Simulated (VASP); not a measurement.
# NaLaMnMoO6: changing the dispersion correction

The cell as given:

```
Na La Mn Mo O
1.0
    -2.72294    2.72294    3.89889
     2.72294   -2.72294    3.89889
     2.72294    2.72294   -3.89889
Na La Mn Mo O
1 1 1 1 6
Cartesian
  2.7229 0.0000 1.9494
  0.0000 2.7229 1.9494
  0.0000 0.0000 3.8989
  0.0000 0.0000 0.0000
  1.6123 1.1308 0.0001
  1.5921 -1.1106 3.8988
  1.1106 1.5921 3.8990
  1.1308 3.8336 -0.0001
  0.0000 0.0000 1.9646
  0.0000 0.0000 5.8332
```

The cell comes from a database or a generator and needn't be the stable form of this composition.

Kept alike: task relaxation of cell and atoms; functional PBE; k mesh 7 × 7 × 7; occupations fermi-dirac, width 0.05 eV; collinear spin, ferromagnetic start. Program: VASP, PBE PAW files La, Mn_pv, Mo_sv, Na_pv, O, 600 eV. The mesh is that of the run's cell of 10 atoms. No spin-orbit coupling.

```csv
dispersion correction,largest site moment (μB)
D3(zero),2.45
D3(BJ),2.31
D4,2.36
```

The relaxations keep at least the cell's symmetry (I-4). For a metal such a mesh leaves the last digits unconverged. Runs of this series that gave no sound value for these columns are left out. The runs hold the magnetic state that their start led to, which needn't be the lowest. Site moments count inside each atom's sphere or projector.

The largest site moment runs from 2.31 (D3(BJ)) to 2.45 μB (D3(zero)).
